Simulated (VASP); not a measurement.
An input for Ansatz (written as the equivalent of a VASP run, and not itself run):

Ansatz 0.2 input:
```yaml
crystal:
  lattice:
    - [0.0000000, 2.6275045, 2.6275045]
    - [2.6275045, 0.0000000, 2.6275045]
    - [2.6275045, 2.6275045, 0.0000000]
  atoms:
    - { symbol: Ca, position: [0.0000000, 0.0000000, 0.0000000] }
    - { symbol: F, position: [0.2500000, 0.2500000, 0.2500000] }
    - { symbol: F, position: [0.7500000, 0.7500000, 0.7500000] }
kpoints:
  mp_grid: { grid: [7, 7, 7] }
hamiltonian:
  xc: lda
  pseudopotentials: { kind: paw }
scf:
  occupations: { method: gaussian, width: 0.05 }
  max_iter: 100
relax:
  max_steps: 40
  f_tol: 0.02
  cell: { p_target: 10 }
output: { forces: true, stress: true, eigenvalues: true }
```

### Question
Write the VASP files for the same calculation (LDA).

### Answer
This is not unique; one that fits is 
KPOINTS:
```
Automatic mesh
0
Gamma
7 7 7
0 0 0
```

POSCAR:
```
CaF2
1.0
  0.0000000000   2.6275044547   2.6275044547
  2.6275044547   0.0000000000   2.6275044547
  2.6275044547   2.6275044547   0.0000000000
Ca F
1 2
Cart
  0.0000000000   0.0000000000   0.0000000000
  1.3137522273   1.3137522273   1.3137522273
  3.9412566820   3.9412566820   3.9412566820
```

INCAR:
```
# general
SYSTEM  = CaF2
PREC    = Accurate
ENCUT   = 620
LREAL   = .FALSE.
LASPH   = .TRUE.

# electronic loop
EDIFF   = 1E-6
NELM    = 100
ALGO    = Normal

# smearing
ISMEAR  = 0
SIGMA   = 0.05

# ions
IBRION  = 2
NSW     = 40
ISIF    = 3
EDIFFG  = -0.02
PSTRESS = 100

# output
LWAVE   = .FALSE.
LCHARG  = .FALSE.
```

POTCAR, in this order: Ca_sv F (LDA.64 set). Program: vasp_std.

What does not carry over: each code has its own PAW files, so the cut-off isn't converted (ENCUT is set for VASP's; basis.ecutwfc is left out, and Ansatz then takes the one that its files recommend); Ansatz stops its SCF on the density residual and VASP on the energy change (EDIFF); Ansatz's lda is the Perdew-Wang form, while the LDA potentials of VASP carry Perdew-Zunger's.

The compound is CaF2 in the fluorite structure. This run relaxes it under an external pressure of 10 GPa. Symmetry was kept, so distortions that lower it aren't found.
